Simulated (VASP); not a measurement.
An input for Quantum ESPRESSO's pw.x (written as the equivalent of a VASP run, and not itself run):

```
&CONTROL
  calculation = 'vc-relax'
  pseudo_dir = './pseudo'
  outdir = './out'
  tprnfor = .true.
  tstress = .true.
  nstep = 40
  forc_conv_thr = 0.00039
/
&SYSTEM
  ibrav = 0
  nat = 4
  ntyp = 2
  ecutwfc = 84
  occupations = 'smearing'
  smearing = 'gaussian'
  degauss = 0.003675
  input_dft = 'pbe'
/
&ELECTRONS
  conv_thr = 7.3e-09
  electron_maxstep = 100
/
&IONS
/
&CELL
  press = 100
/
ATOMIC_SPECIES
  Pb 207.200 Pb.upf
  O 15.999 O.upf
CELL_PARAMETERS angstrom
     3.9987120    0.0000000    0.0000000
     0.0000000    3.9987120    0.0000000
     0.0000000   -0.0000000    4.2444265
ATOMIC_POSITIONS crystal
  Pb   0.5000000  0.0000000  0.7256837
  Pb   0.0000000  0.5000000  0.2743163
  O    0.5000000  0.5000000  0.0000000
  O    0.0000000  1.0000000  0.0000000
K_POINTS automatic
  6 6 4 0 0 0
```

**Question.** Write the VASP files for the same calculation (PBE).

**Answer.** Several could match; the one computed here: 
**INCAR**
```
SYSTEM = PbO
PREC = Accurate
ENCUT = 600
EDIFF = 1E-7
NELM = 100
ALGO = Normal
LREAL = .FALSE.
LASPH = .TRUE.
ISMEAR = 0
SIGMA = 0.05
GGA = PE
LMAXMIX = 4
LWAVE = .FALSE.
LCHARG = .FALSE.
ISIF = 3
IBRION = 2
NSW = 40
EDIFFG = -0.01
PSTRESS = 100
```

POSCAR:
```
PbO
1
    3.9987120250     0.0000000000     0.0000000000
    0.0000000000     3.9987120250     0.0000000000
    0.0000000000    -0.0000000000     4.2444265180
Pb O
2 2
Direct
  0.5000000000   0.0000000000   0.7256836893
  0.0000000000   0.5000000000   0.2743163107
  0.5000000000   0.5000000000   0.0000000000
  0.0000000000   1.0000000000   0.0000000000
```

### KPOINTS
```
kpoints
0
G
6 6 4
```

POTCAR, in this order: Pb_d O (PBE.64 set). Program: vasp_std.

The two are equivalent in intent, not identical: the potentials are each code's own (VASP's PAW set, PseudoDojo norm-conserving files in pw.x), so ENCUT and ecutwfc are chosen apart and not converted; conv_thr bounds pw.x's estimated SCF error, while EDIFF bounds the energy change between steps; forc_conv_thr acts on force components and is met together with etot_conv_thr.

The compound is PbO in the litharge structure. This run relaxes it under an external pressure of 10 GPa. Symmetry was kept, so distortions that lower it aren't found.
